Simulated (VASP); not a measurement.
These are PBEsol GGA, VASP's PBE PAW potentials (set 64) (plane waves; VASP 6.6.1) values and carry that method's errors.

A VASP calculation is set up with these files.

**POSCAR**
```
LiCl
1
    0.0000000000     2.5308879788     2.5308879788
    2.5308879788     0.0000000000     2.5308879788
    2.5308879788     2.5308879788     0.0000000000
Li Cl
1 1
Direct
  0.0000000000   0.0000000000   0.0000000000
  0.5000000000   0.5000000000   0.5000000000
```

INCAR:
```
ALGO = Normal
EDIFF = 1E-7
ENCUT = 520
GGA = PS
ISIF = 2
ISMEAR = -5
LASPH = T
LCHARG = T
LORBIT = 11
LREAL = F
LWAVE = F
NEDOS = 601
NELM = 100
PREC = Accurate
SYSTEM = LiCl
```

KPOINTS:
```
Automatic mesh
0
Gamma
10 10 10
0 0 0
```

POTCAR, in this order: Li_sv Cl (PBE.64 set). Program: vasp_std.

What VASP printed:

File OSZICAR:
```
       N       E                     dE             d eps       ncg     rms          rms(c)
DAV:   1     0.422756020089E+02    0.42276E+02   -0.42591E+03   846   0.102E+03
DAV:   2    -0.592338550476E+01   -0.48199E+02   -0.47440E+02  1166   0.163E+02
DAV:   3    -0.764689461080E+01   -0.17235E+01   -0.17208E+01  1028   0.364E+01
DAV:   4    -0.769089423285E+01   -0.44000E-01   -0.43874E-01  1304   0.550E+00
DAV:   5    -0.769132763576E+01   -0.43340E-03   -0.43337E-03  1053   0.514E-01    0.234E+00
DAV:   6    -0.763850841093E+01    0.52819E-01   -0.11776E-01   945   0.198E+00    0.159E+00
DAV:   7    -0.763724998480E+01    0.12584E-02   -0.40362E-02  1251   0.131E+00    0.755E-01
DAV:   8    -0.763913883429E+01   -0.18888E-02   -0.53469E-03  1094   0.606E-01    0.107E-01
DAV:   9    -0.763912902186E+01    0.98124E-05   -0.16108E-04  1099   0.114E-01    0.333E-02
DAV:  10    -0.763915659253E+01   -0.27571E-04   -0.43676E-05   971   0.618E-02    0.163E-02
DAV:  11    -0.763915802668E+01   -0.14342E-05   -0.47684E-06  1191   0.187E-02    0.636E-03
DAV:  12    -0.763915815804E+01   -0.13136E-06   -0.42170E-07   930   0.588E-03    0.148E-03
DAV:  13    -0.763915800043E+01    0.15761E-06   -0.21142E-08   513   0.163E-03    0.251E-04
DAV:  14    -0.763915800100E+01   -0.56946E-09   -0.61570E-09   449   0.730E-04
   1 F= -.76391580E+01 E0= -.76391580E+01  d E =0.000000E+00
```

OUTCAR:
```
------------------------ aborting loop because EDIFF is reached ----------------------------------------
  FORCE on cell =-STRESS in cart. coord.  units (eV):
  Direction    XX          YY          ZZ          XY          YZ          ZX
  --------------------------------------------------------------------------------------
  Total       -0.0036234     -0.0036234     -0.0036234      0.0000000     -0.0000000      0.0000000
  in kB       -0.1790536     -0.1790536     -0.1790536      0.0000000     -0.0000000      0.0000000
  external PRESSURE =      -0.1790536 kB  Pullay stress =       0.0000000 kB
  volume of cell :       32.42
      direct lattice vectors                 reciprocal lattice vectors
     0.000000000  2.530887979  2.530887979    -0.197559119  0.197559119  0.197559119
     2.530887979  0.000000000  2.530887979     0.197559119 -0.197559119  0.197559119
     2.530887979  2.530887979  0.000000000     0.197559119  0.197559119 -0.197559119
  FREE ENERGIE OF THE ION-ELECTRON SYSTEM (eV)
  ---------------------------------------------------
  free  energy   TOTEN  =        -7.6391580010 eV

  energy  without entropy=       -7.6391580010  energy(sigma->0) =       -7.63915800

 total charge

# of ion       s       p       d       tot
------------------------------------------
    1        2.008   0.041   0.000   2.049
    2        1.579   3.567   0.000   5.147
--------------------------------------------------
tot          3.587   3.608   0.000   7.195
```
(Selected blocks of OUTCAR.)

The compound is LiCl in the rock salt structure. It was relaxed first.
